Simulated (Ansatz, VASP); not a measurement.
**AlBN in VASP and in Ansatz**

```
Al B N
1.0
     4.11253    0.00000    0.00000
     0.00000    4.11253    0.00000
     0.00000    0.00000    2.67883
Al B N
1 1 1
Direct
  0.00000 0.00000 0.00000
  0.50000 0.50000 0.00000
  0.50000 0.50000 0.50000
```

Alike in both runs: functional PBE; k mesh 6 × 6 × 4; occupations gaussian, width 0.1 eV; no spin polarisation.

Ansatz relaxed the structure, and its values are those at the end. VASP's run is a single point on that final structure, the one shown.

```csv
,VASP,Ansatz
version,VASP 6.6.1,Ansatz 0.2.0
potentials or method,"VASP PAW PBE potentials, release 64 (Al, B, N)","scalar-relativistic, plane waves, PAW"
plane-wave cutoff (eV),520,420
valence electrons in the cell,11,11
```

|  | VASP | Ansatz | Ansatz less VASP |
| --- | --- | --- | --- |
| gap on the k mesh at the Fermi level (eV) | none | none | - |
| pressure (GPa) | -0.3 | -0.1 | +0.23 |

A gap of «none» marks a metal or a gap that the smearing closes. The functional is the same, so the differences come from potentials, cutoffs and numerics.

Caveats: the k mesh is coarse (spacing up to 0.59 Å⁻¹), so the values aren't converged.
